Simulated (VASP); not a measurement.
Level of theory: r2SCAN meta-GGA, VASP's PBE PAW potentials (set 64) (plane waves; VASP).

A VASP calculation is set up with these files.

**INCAR**
```
ALGO  =  Normal
EDIFF  =  1E-7
ENCUT  =  520
ISIF  =  2
ISMEAR  =  0
LASPH  =  .True.
LCHARG  =  .False.
LMAXMIX  =  4
LMIXTAU  =  .True.
LREAL  =  .False.
LWAVE  =  .False.
METAGGA  =  R2SCAN
NELM  =  100
PREC  =  Accurate
SIGMA  =  0.05
SYSTEM  =  GaAs
```

POSCAR:
```
GaAs
2.7763570
  0.0000000000   0.9999998909   0.9999998909
  0.9999998909   0.0000000000   0.9999998909
  0.9999998909   0.9999998909   0.0000000000
Ga As
1 1
Cartesian
  0.0000000000   0.0000000000   0.0000000000
  0.4999999455   0.4999999455   0.4999999455
```

### KPOINTS
```
Automatic mesh
0
Gamma
8 8 8
0 0 0
```

POTCAR, in this order: Ga_d As (PBE.64 set). Program: vasp_std.

**Question.** What does the run give for the energy per atom (σ→0), pressure, band gap (on the k-mesh)?

**Answer.** 
The energy per atom (σ→0) is -13.506 eV/atom, the band gap (on the k-mesh) is 1.44 eV and the pressure is 5.21 GPa.

**OSZICAR**
```
...
DAV:  15    -0.270112334551E+02   -0.95025E-04   -0.12982E-04   804   0.130E-01    0.768E-03
DAV:  16    -0.270112402600E+02   -0.68050E-05   -0.22802E-06   954   0.171E-02    0.682E-03
DAV:  17    -0.270112581951E+02   -0.17935E-04   -0.56677E-06   759   0.268E-02    0.212E-03
DAV:  18    -0.270112601441E+02   -0.19489E-05   -0.75045E-07   794   0.926E-03    0.736E-04
DAV:  19    -0.270112602672E+02   -0.12317E-06   -0.15908E-07   727   0.380E-03    0.296E-04
DAV:  20    -0.270112601613E+02    0.10589E-06   -0.11684E-08   387   0.125E-03    0.980E-05
DAV:  21    -0.270112601801E+02   -0.18758E-07   -0.29630E-09   377   0.707E-04
   1 F= -.27011260E+02 E0= -.27011260E+02  d E =-.596207E-17
```

The compound is GaAs in the zinc blende structure. This cell is one point of a volume scan, at 0.94 of the reference volume.
